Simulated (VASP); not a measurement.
Data:

```
CELL_PARAMETERS angstrom
      0.00000     3.09424     3.09424
      3.22317     0.00000     3.09424
      3.22317     3.09424     0.00000
ATOMIC_POSITIONS crystal
  Na 0.00000 0.00000 0.00000
  I  0.50000 0.50000 0.50000
```

Calculation: r2SCAN meta-GGA, VASP's PBE PAW potentials (set 64) (plane waves; VASP). Settings: 480 eV cut-off, 8×8×8 Γ-centred mesh, Gaussian smearing of 0.050 eV, potentials Na_pv I.

Problem. Give the stress tensor in GPa (positive for a compressed cell).

Solution. 
```
0.79  0.00  0.00
0.00  2.42  0.00
0.00  0.00  2.42
```
The pressure is its mean diagonal, 1.87 GPa.

The compound is NaI in the rock salt structure. This cell was strained or had an atom moved on purpose.
